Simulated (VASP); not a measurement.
Runs of VASP 6.6.1 on NaP2. The structure is hexagonal, space group P6/mmm (No. 191). The conventional cell has a = 4.111 Å, b = 4.111 Å, c = 4.389 Å, α = 90.00°, β = 90.00°, γ = 120.00°. Around Na (site symmetry 6/mmm) lie 12 P at 3.23 Å. Around P (site symmetry -6m2) lie 3 P at 2.37 Å. The cell was built by a generator and needn't be a form met in nature.

```csv
task,level,potentials or basis,cell,cutoff (eV),smearing,gap on the mesh (eV),pressure (GPa)
relaxation of the atoms,PBEsol,"VASP PAW PBE potentials, release 64 (Na_pv, P)",atoms relaxed,520,gaussian 0.05 eV,none,-1.9
band structure,RPBE+D3,"VASP PAW PBE potentials, release 54 (Na_pv, P)",as given,520,fermi-dirac 0.05 eV,-,-0.7
single point,PBE,"VASP PAW PBE potentials, release 64 (Na_pv, P)",as given,520,fermi-dirac 0.05 eV,none,(a)
relaxation of cell and atoms,PBE,"VASP PAW PBE potentials, release 64 (Na_pv, P)",relaxed,600,gaussian 0.05 eV,none,0.0
```

Alike in all rows: no spin polarisation; k mesh 8 × 8 × 6.

Q: Fill in the values left out.

A: (a) -0.5.

Caveats: the PAW data sets were made with another functional, which shifts forces and pressure a little (some runs); pairwise dispersion overbinds metals, which lowers pressure and volume (some runs).

A k mesh can miss the band edges.

A gap of «none» marks a metal or a gap under the smearing width.

Not every run made on this cell is shown here.
